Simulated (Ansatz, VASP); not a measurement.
Two plane-wave programs on Si3Sn

The input POSCAR:

```
Si3Sn
1.0
    4.1801675634      0.0000000000      0.0000000000
    0.0000000000      4.0376389099      0.0000000000
    0.0000000000      0.0000000000      5.7486205308
Si Sn
3 1
Direct
    0.5000000000      0.0000000000      0.7720432469
    0.5000000000      0.5000000000      0.0014907644
    0.0000000000      0.5000000000      0.2237039663
    0.0000000000      0.0000000000      0.5027620223
```

File INCAR.step1:

```
SYSTEM = Si3Sn
ALGO     = Normal         ! electronic algorithm
EDIFF    = 1E-4           ! SCF threshold, eV
ENCUT    = 520            ! plane-wave cutoff, eV
GGA      = PE             ! functional
ISMEAR   = 0              ! smearing method
LASPH    = .TRUE.         ! aspherical terms in the spheres
LCHARG   = .FALSE.        ! write CHGCAR
LREAL    = .FALSE.        ! projectors in reciprocal space
LWAVE    = .TRUE.         ! write WAVECAR
NBANDS   = 21             ! bands
NELM     = 100            ! most SCF steps
PREC     = Accurate       ! precision mode
SIGMA    = 0.01           ! smearing width, eV
```

The input INCAR.step2:

```
SYSTEM = Si3Sn
ALGO     = Normal         ! electronic algorithm
EDIFF    = 1E-6           ! SCF threshold, eV
ENCUT    = 520            ! plane-wave cutoff, eV
ISIF     = 2              ! what is computed and relaxed
ISMEAR   = 0              ! smearing method
ISTART   = 1            
LASPH    = .TRUE.         ! aspherical terms in the spheres
LCHARG   = .FALSE.        ! write CHGCAR
LMIXTAU  = .TRUE.       
LREAL    = .FALSE.        ! projectors in reciprocal space
LWAVE    = .FALSE.        ! write WAVECAR
METAGGA  = R2SCAN         ! meta-GGA
NBANDS   = 21             ! bands
NELM     = 100            ! most SCF steps
PREC     = Accurate       ! precision mode
SIGMA    = 0.01           ! smearing width, eV
```

KPOINTS

```
k-points
0
G
  6 6 4
  0 0 0
```

Input for Ansatz:

```yaml
crystal:
  lattice:
    - [4.1801675634, 0.0, 0.0]
    - [0.0, 4.0376389099, 0.0]
    - [0.0, 0.0, 5.7486205308]
  atoms:
    - { symbol: Si, position: [0.5, 0.0, 0.7720432469] }
    - { symbol: Si, position: [0.5, 0.5, 0.0014907644] }
    - { symbol: Si, position: [0.0, 0.5, 0.2237039663] }
    - { symbol: Sn, position: [0.0, 0.0, 0.5027620223] }
kpoints:
  mp_grid: { grid: [6, 6, 4] }
  band_path:
    path:
      - [0.0, 0.0, 0.0]
      - [0.0, 0.5, 0.0]
      - [0.5, 0.5, 0.0]
      - [0.0, 0.0, 0.5]
      - [0.0, 0.5, 0.5]
      - [0.5, 0.5, 0.5]
    npoints: 1
hamiltonian:
  xc: r2scan
scf:
  occupations: { method: fixed }
  n_extra_bands: 5
output:
  forces: true
  stress: true
  eigenvalues: true
```

Change from the starting cell: uniaxial_x strain +3.5%.

Alike in both runs: task single point; functional r2SCAN; k mesh 6 × 6 × 4; no spin polarisation.

|  | VASP | Ansatz |
| --- | --- | --- |
| version | VASP 6.6.1 | Ansatz 0.2.0 |
| potentials or method | VASP PAW PBE potentials, release 64 (Si, Sn_d) | plane waves, PAW |
| plane-wave cutoff (eV) | 520 | 500 |
| occupations | gaussian, width 0.01 eV | fixed |
| valence electrons in the cell | 26 | 26 |

VASP gave:

| Item | Value |
| --- | --- |
| gap on the k mesh at the Fermi level (eV) | 0.35 |
| pressure (GPa) | -2.6 |
| largest component of the traceless stress (GPa) | 2.54 |

**Question.** What did Ansatz give for the same quantities?

**Answer.** gap on the k mesh at the Fermi level (eV): 0.35; pressure (GPa): -2.5; largest component of the traceless stress (GPa): 2.52.

Caveats: the PAW data sets were made with another functional, which shifts forces and pressure a little (VASP); spin-orbit coupling is left out, which moves the levels of the heavy elements.
